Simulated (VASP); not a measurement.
**SiSn (relaxed from the rock salt structure, space group Fm-3m): computed properties**

Calculation: PBEsol GGA, VASP's PBE PAW potentials (set 64) (plane waves; VASP).

```json
{
  "space_group": "Fm-3m (225)",
  "cell": "a = b = c = 5.5819 Å, α = β = γ = 90.00°",
  "volume_per_atom": "21.74 Å³/atom",
  "band gap (over mesh and band path)": "none (metal, semimetal or under 0.01 eV)",
  "density": "5.61 g/cm³"
}
```

```yaml
crystal:
  lattice:
    - [0.00000, 2.79095, 2.79095]
    - [2.79095, 0.00000, 2.79095]
    - [2.79095, 2.79095, 0.00000]
  atoms:
    - { symbol: Si, position: [0.00000, 0.00000, 0.00000] }
    - { symbol: Sn, position: [0.50000, 0.50000, 0.50000] }
```

Unless said otherwise, spin-orbit coupling is left out, though it shifts the bands of the heavy elements here.

The structure was generated: SiSn was put into the rock salt type (Fm-3m), which need not be its known phase. It was relaxed first, which changed the volume by +10 %. Symmetry was kept, so distortions that lower it aren't found.
